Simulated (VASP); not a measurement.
# BeZn2Se3 (Cmc2_1) in VASP: relaxation of cell and atoms with PBE

Aim: the relaxation of cell and atoms of BeZn2Se3 with PBE.

Everything below comes from runs of VASP 6.6.1. Logs are shortened: lines on timing, memory, paths and dates and some standing lists are left out, and cuts for length are marked.

## Step 1: The crystal as given

It takes space group Cmc2_1 (No. 36, orthorhombic). Conventional cell: a = 11.550 Å, b = 6.670 Å, c = 6.290 Å, α = 90.00°, β = 90.00°, γ = 90.00°. Be (site symmetry m) is surrounded by 4 Se at 2.15 to 2.34 Å. Zn (site symmetry 1) has 4 Se at 2.38 to 2.52 Å as nearest neighbours. Se (site symmetry 1) has 1 Be at 2.15 Å and 3 Zn at 2.38 to 2.46 Å as nearest neighbours. Se (site symmetry m) has 2 Be at 2.22 to 2.34 Å and 2 Zn at 2.52 Å as nearest neighbours.

The cell was built by a generator and needn't be a form met in nature.

## Step 2: Relaxation of cell and atoms, PBE

INCAR

```
SYSTEM = BeZn2Se3
PREC = Normal ; ENCUT = 520
EDIFF = 1E-4 ; ISMEAR = 0
SIGMA = 0.15 ; LREAL = Auto
LASPH = .True. ; NELM = 60
ALGO = Fast ; ISIF = 3
LWAVE = .False. ; LCHARG = .False.
GGA = PE ; IBRION = 2
NSW = 24 ; EDIFFG = -0.08
```

KPOINTS

```
regular mesh
0
Gamma
  3 3 2
  0 0 0
```

POSCAR

```
BeZn2Se3
1.0
    5.7750000000     -3.3350000000      0.0000000000
    5.7750000000      3.3350000000      0.0000000000
    0.0000000000      0.0000000000      6.2900000000
Be Zn Se
2 4 6
Direct
    0.8300000000      0.1700000000      0.9950000000
    0.1700000000      0.8300000000      0.4950000000
    0.5100000000      0.8300000000      0.0000000000
    0.1700000000      0.4900000000      0.0000000000
    0.4900000000      0.1700000000      0.5000000000
    0.8300000000      0.5100000000      0.5000000000
    0.5250000000      0.1650000000      0.8900000000
    0.8350000000      0.4750000000      0.8900000000
    0.1400000000      0.8600000000      0.8650000000
    0.1650000000      0.5250000000      0.3900000000
    0.4750000000      0.8350000000      0.3900000000
    0.8600000000      0.1400000000      0.3650000000
```

Potentials or basis: VASP PAW PBE potentials, release 64 (Be, Zn, Se).

The run is started by

```
cat potpaw_PBE.64/Be/POTCAR potpaw_PBE.64/Zn/POTCAR potpaw_PBE.64/Se/POTCAR > POTCAR
mpirun -np 1 vasp_std > vasp.out
```

OUTCAR:

```text
SYSTEM = BeZn2Se3
   PREC = Normal
   ENCUT = 520
   EDIFF = 1E-4
   ISMEAR = 0
   LREAL = Auto
   LASPH = .True.
   NELM = 60
   ISIF = 3
   GGA = PE
   IBRION = 2
   NSW = 24
   EDIFFG = -0.08

 ion  position               nearest neighbor table
   1  0.830  0.170  0.995-   7 2.15   8 2.15   9 2.22  12 2.34
   2  0.170  0.830  0.495-  10 2.15  11 2.15  12 2.22   9 2.34
   3  0.510  0.830  0.000-   8 2.38   7 2.39  11 2.46   9 2.52
   4  0.170  0.490  0.000-   7 2.38   8 2.39  10 2.46   9 2.52
   5  0.490  0.170  0.500-  10 2.38  11 2.39   7 2.46  12 2.52
   6  0.830  0.510  0.500-  11 2.38  10 2.39   8 2.46  12 2.52
   7  0.525  0.165  0.890-   1 2.15   4 2.38   3 2.39   5 2.46
   8  0.835  0.475  0.890-   1 2.15   3 2.38   4 2.39   6 2.46
   9  0.140  0.860  0.865-   1 2.22   2 2.34   3 2.52   4 2.52
  10  0.165  0.525  0.390-   2 2.15   5 2.38   6 2.39   4 2.46
  11  0.475  0.835  0.390-   2 2.15   6 2.38   5 2.39   3 2.46
  12  0.860  0.140  0.365-   2 2.22   1 2.34   5 2.52   6 2.52

  LATTYP: Found a base centered orthorhombic cell.
 ALAT       =     6.6700000000
 B/A-ratio  =     1.7316341829
 C/A-ratio  =     0.9430284858

  Lattice vectors:

 A1 = (  -5.7750000000,  -3.3350000000,   0.0000000000)
 A2 = (   5.7750000000,  -3.3350000000,   0.0000000000)
 A3 = (   0.0000000000,   0.0000000000,   6.2900000000)

Analysis of symmetry for initial positions (statically):
=====================================================================
 Subroutine PRICEL returns:
 Original cell was already a primitive cell.

 Routine SETGRP: Setting up the symmetry group for a
 base centered orthorhombic supercell.

 Subroutine GETGRP returns: Found  4 space group operations
 (whereof  2 operations were pure point group operations)
 out of a pool of  8 trial point group operations.

The static configuration has the point symmetry C_1h.
 The point group associated with its full space group is C_2v.

Analysis of symmetry for dynamics (positions and initial velocities):
=====================================================================
 Subroutine PRICEL returns:
 Original cell was already a primitive cell.

 Routine SETGRP: Setting up the symmetry group for a
 base centered orthorhombic supercell.

 Subroutine GETGRP returns: Found  4 space group operations
 (whereof  2 operations were pure point group operations)
 out of a pool of  8 trial point group operations.

The dynamic configuration has the point symmetry C_1h.
 The point group associated with its full space group is C_2v.

 Subroutine INISYM returns: Found  4 space group operations
 (whereof  2 operations are pure point group operations),
 and found     1 'primitive' translations

----------------------------------------------------------------------------------------

                                     Primitive cell

  volume of cell :     242.2861

  direct lattice vectors                    reciprocal lattice vectors
     5.775000000 -3.335000000  0.000000000     0.086580087 -0.149925037  0.000000000
     5.775000000  3.335000000  0.000000000     0.086580087  0.149925037  0.000000000
     0.000000000  0.000000000  6.290000000     0.000000000  0.000000000  0.158982512

  length of vectors
     6.668796743  6.668796743  6.290000000     0.173128935  0.173128935  0.158982512

  position of ions in fractional coordinates (direct lattice)
     0.830000000  0.170000000  0.995000000
     0.170000000  0.830000000  0.495000000
     0.510000000  0.830000000  0.000000000
     0.170000000  0.490000000  0.000000000
     0.490000000  0.170000000  0.500000000
     0.830000000  0.510000000  0.500000000
     0.525000000  0.165000000  0.890000000
     0.835000000  0.475000000  0.890000000
     0.140000000  0.860000000  0.865000000
     0.165000000  0.525000000  0.390000000
     0.475000000  0.835000000  0.390000000
     0.860000000  0.140000000  0.365000000

  ion indices of the primitive-cell ions
   primitive index   ion index
                 1           1
                 2           2
                 3           3
                 4           4
                 5           5
                 6           6
                 7           7
                 8           8
                 9           9
                10          10
                11          11
                12          12

----------------------------------------------------------------------------------------

 KPOINTS: regular mesh

Automatic generation of k-mesh.
 Grid dimensions read from file:
 generate k-points for:    3    3    2

 Generating k-lattice:

  Cartesian coordinates                     Fractional coordinates (reciprocal lattice)
     0.028860029 -0.049975012  0.000000000     0.333333333  0.000000000  0.000000000
     0.028860029  0.049975012  0.000000000     0.000000000  0.333333333  0.000000000
     0.000000000  0.000000000  0.079491256     0.000000000  0.000000000  0.500000000

  Length of vectors
     0.057709645  0.057709645  0.079491256

  Shift w.r.t. Gamma in fractional coordinates (k-lattice)
     0.000000000  0.000000000  0.000000000

 Subroutine IBZKPT returns following result:
 ===========================================

 Found      8 irreducible k-points:

 Following reciprocal coordinates:
            Coordinates               Weight
  0.000000  0.000000  0.000000      1.000000
  0.333333 -0.000000  0.000000      4.000000
  0.333333  0.333333  0.000000      2.000000
 -0.333333  0.333333  0.000000      2.000000
  0.000000  0.000000  0.500000      1.000000
  0.333333 -0.000000  0.500000      4.000000
  0.333333  0.333333  0.500000      2.000000
 -0.333333  0.333333  0.500000      2.000000
   k-points           NKPTS =      8   k-points in BZ     NKDIM =      8   number of bands    NBANDS=     52
   number of dos      NEDOS =    301   number of ions     NIONS =     12
   total plane-waves  NPLWV =  57600
   dimension x,y,z NGX =    40 NGY =   40 NGZ =   36
   dimension x,y,z NGXF=    80 NGYF=   80 NGZF=   72
   ions per type =               2   4   6
   NGX,Y,Z   is equivalent  to a cutoff of   9.97,  9.97,  9.51 a.u.
   NGXF,Y,Z  is equivalent  to a cutoff of  19.94, 19.94, 19.03 a.u.
 SYSTEM =  BeZn2Se3
   PREC   = normal    normal or accurate (medium, high low for compatibility)
   ISTART =      0    job   : 0-new  1-cont  2-samecut
   ICHARG =      2    charge: 1-file 2-atom 10-const
   ISPIN  =      1    spin polarized calculation?
   LNONCOLLINEAR =      F non collinear calculations
   LSORBIT =      F    spin-orbit coupling
   LASPH  =      T    aspherical Exc in radial PAW
   ENCUT  =  520.0 eV  38.22 Ry    6.18 a.u.  12.40 12.40 11.70*2*pi/ulx,y,z
   NELM   =     60;   NELMIN=  2; NELMDL= -5     # of ELM steps
   EDIFF  = 0.1E-03   stopping-criterion for ELM
   LREAL  =      T    real-space projection
   EDIFFG = -.8E-01   stopping-criterion for IOM
   NSW    =     24    number of steps for IOM
   IBRION =      2    ionic relax: 0-MD 1-quasi-New 2-CG
   NFREE  =      1    steps in history (QN), initial steepest desc. (CG)
   ISIF   =      3    stress and relaxation
   ISYM   =      2    0-nonsym 1-usesym 2-fastsym
   POTIM  = 0.5000    time-step for ionic-motion
   TEBEG  =    0.0;   TEEND  =   0.0 temperature during run
   PSTRESS=    0.0 pullay stress
   NELECT =      88.0000    total number of electrons
   NUPDOWN=      -1.0000    fix difference up-down
   EMIN   =  10.00;   EMAX   =-10.00  energy-range for DOS
   EFERMI =   0.00;   METHOD = LEGACY
   ISMEAR =     0;   SIGMA  =   0.15  broadening in eV -4-tet -1-fermi 0-gaus
   EFERMI_NEDOS =   21; number of points for ismear=-14 and -15
   IALGO  =     68    algorithm
   IMIX   =      4    mixing-type and parameters
     AMIX     =   0.40;   BMIX     =  1.00
     AMIX_MAG =   1.60;   BMIX_MAG =  1.00
  volume/ion in A,a.u.               =      20.19       136.25
  Fermi-wavevector in a.u.,A,eV,Ry     =   1.168045  2.207285 18.562824  1.364329
  Thomas-Fermi vector in A             =   2.304537
   LORBIT       =      0    0 simple, 1 ext, 2 COOP (PROOUT), +10 PAW based schemes
   GGA     = PE    functional components
   LHFCALC =     F    Hartree Fock is set to
   AEXX    =    0.0000 exact exchange contribution
   IVDW    =     0    specifies the selected vdW correction
   LEPSILON=     F    determine dielectric tensor
   LRPA    =     F    only Hartree local field effects (RPA)
 conjugate gradient relaxation of ions
 non-spin polarized calculation
 RMM-DIIS sequential band-by-band and
 Gauss-broadening in eV      SIGMA  =   0.15
  energy-cutoff  :      520.00
  volume of cell :      242.29
 maximum number of plane-waves:      6576
   NGX = 25   NGY = 25   NGZ = 23

--------------------------------------- Ionic step        1  -------------------------------------------

 number of electron      87.9999867 magnetization

 Free energy of the ion-electron system (eV)
  ---------------------------------------------------
  ext. energy  EPLUGINS =         0.00000000
  ---------------------------------------------------
  free energy    TOTEN  =       -41.24993039 eV

  energy without entropy =      -41.24993039  energy(sigma->0) =      -41.24993039

------------------------ aborting loop because EDIFF is reached ----------------------------------------

  FORCE on cell =-STRESS in cart. coord.  units (eV):
  Direction    XX          YY          ZZ          XY          YZ          ZX
  --------------------------------------------------------------------------------------
  -------------------------------------------------------------------------------------
  Total        7.1016906      8.2237981      5.2036456      0.0000000      0.0000000      0.0000000
  in kB       46.9617058     54.3819220     34.4104080      0.0000000      0.0000000      0.0000000
  external PRESSURE =      45.2513453 kB  Pullay stress =       0.0000000 kB
[... 119 lines left out ...]
  FREE ENERGIE OF THE ION-ELECTRON SYSTEM (eV)
  ---------------------------------------------------
  free  energy   TOTEN  =       -41.5735777744 eV

  energy  without entropy=      -41.5735777743  energy(sigma->0) =      -41.57357777

[... ionic steps 4 to 8 ...]

--------------------------------------- Ionic step        9  -------------------------------------------

 number of electron      87.9999892 magnetization

------------------------ aborting loop because EDIFF is reached ----------------------------------------

  FORCE on cell =-STRESS in cart. coord.  units (eV):
  Direction    XX          YY          ZZ          XY          YZ          ZX
  --------------------------------------------------------------------------------------
  -------------------------------------------------------------------------------------
  Total        0.1497440     -0.1592396      0.2496957      0.0000000      0.0000000      0.0000000
  in kB        0.9400136     -0.9996217      1.5674573      0.0000000      0.0000000      0.0000000
  external PRESSURE =       0.5026164 kB  Pullay stress =       0.0000000 kB
[... 77 lines left out ...]
  energy  without entropy=      -41.6731099568  energy(sigma->0) =      -41.67310996

--------------------------------------- Ionic step       11  -------------------------------------------

 number of electron      87.9999931 magnetization

 Free energy of the ion-electron system (eV)
  ---------------------------------------------------
  ext. energy  EPLUGINS =         0.00000000
  ---------------------------------------------------
  free energy    TOTEN  =       -41.67576250 eV

  energy without entropy =      -41.67576250  energy(sigma->0) =      -41.67576250

 E-fermi :   2.6385     XC(G=0):  -9.2757

 val. band max:        1.9407108184   @ k =   0.0000   0.0000   0.0000
 cond. band min:       3.9170091753   @ k =   0.0000   0.0000   0.0000
 fundamental gap:      1.9762983568
 Fermi energy:         2.6384566565

 k-point     1 :       0.0000    0.0000    0.0000
  band No.  band energies     occupation
      1     -11.3628      2.00000
      2     -10.4768      2.00000
      3     -10.2092      2.00000
      4     -10.1978      2.00000
      5     -10.1952      2.00000
      6     -10.1937      2.00000
[... 468 lines left out ...]
  FREE ENERGIE OF THE ION-ELECTRON SYSTEM (eV)
  ---------------------------------------------------
  free  energy   TOTEN  =       -41.6757624981 eV

  energy  without entropy=      -41.6757624981  energy(sigma->0) =      -41.67576250

 reached required accuracy - stopping structural energy minimisation
```

It took 7.7 min on 1 thread of AMD EPYC 7R13 (Zen 3), shared host; peak memory 0.25 GiB.

Results:

```yaml
Free_energy: -41.6758 eV
Relaxed_volume: 21.28 Å³/atom
Relaxed_cell: a = 6.771 Å, b = 6.771 Å, c = 6.429 Å, α = 90.00°, β = 90.00°, γ = 60.01°
Space_group_after_relaxing_to_0.05_Å: Cmc2_1 (No. 36)
Energy_gained_by_relaxing: 35.5 meV/atom
Ionic_steps: 11
Pressure_after_relaxing: 0.2 GPa
Largest_force_after_relaxing: 0.058 eV/Å
Band_gap_on_the_k_mesh: 1.98 eV, direct
```

Forces in eV/Å, atoms in the order of the input:
```
Be   0.000  0.031 -0.037
Be   0.000 -0.031 -0.037
Zn  -0.013 -0.003  0.024
Zn   0.013 -0.003  0.024
Zn   0.013  0.003  0.024
Zn  -0.013  0.003  0.024
Se  -0.015  0.015  0.023
Se   0.015  0.015  0.023
Se   0.000 -0.011 -0.057
Se  -0.015 -0.015  0.023
Se   0.015 -0.015  0.023
Se   0.000  0.011 -0.057
```

Stress tensor (GPa, compression positive):
```
 0.26  0.00  0.00
 0.00  0.28  0.00
 0.00  0.00 -0.04
```

Step by step:
| step | energy change (eV) | largest force (eV/Å) | pressure (GPa) | volume (Å³) |
| --- | --- | --- | --- | --- |
| 1 | 0.0000 | 0.9025 | 4.53 | 242.29 |
| 2 | -0.3155 | 0.3824 | -1.26 | 262.83 |
| 3 | -0.3236 | 0.4434 | -0.92 | 259.94 |
| 4 | -0.3236 | 0.4520 | -0.47 | 259.53 |
| 5 | -0.3813 | 0.2774 | -0.38 | 257.88 |
| 6 | -0.4106 | 0.1441 | -0.07 | 256.31 |
| 7 | -0.3887 | 0.4103 | 0.65 | 253.18 |
| 8 | -0.4155 | 0.1646 | 0.06 | 255.42 |
| 9 | -0.4155 | 0.1826 | 0.05 | 255.23 |
| 10 | -0.4232 | 0.0937 | 0.20 | 255.27 |
| 11 | -0.4258 | 0.0578 | 0.17 | 255.31 |

Final structure:
```cif
data_structure
_symmetry_space_group_name_H-M 'P 1'
_symmetry_Int_Tables_number 1
_cell_length_a 6.7714
_cell_length_b 6.7714
_cell_length_c 6.4291
_cell_angle_alpha 90.000
_cell_angle_beta 90.000
_cell_angle_gamma 60.009
_cell_volume 255.31
loop_
_atom_site_label
_atom_site_type_symbol
_atom_site_fract_x
_atom_site_fract_y
_atom_site_fract_z
_atom_site_occupancy
Be1 Be 0.84270 0.15730 0.00318 1
Be2 Be 0.15730 0.84270 0.50318 1
Zn1 Zn 0.49513 0.83192 0.00204 1
Zn2 Zn 0.16808 0.50487 0.00204 1
Zn3 Zn 0.50487 0.16808 0.50204 1
Zn4 Zn 0.83192 0.49513 0.50204 1
Se1 Se 0.52547 0.16452 0.88760 1
Se2 Se 0.83548 0.47453 0.88760 1
Se3 Se 0.14463 0.85537 0.85754 1
Se4 Se 0.16452 0.52547 0.38760 1
Se5 Se 0.47453 0.83548 0.38760 1
Se6 Se 0.85537 0.14463 0.35754 1
```

Caveat: the k mesh is coarse (spacing up to 0.50 Å⁻¹), so the values aren't converged; the relaxation stopped at a loose force limit of 0.08 eV/Å, so its end isn't a converged minimum.
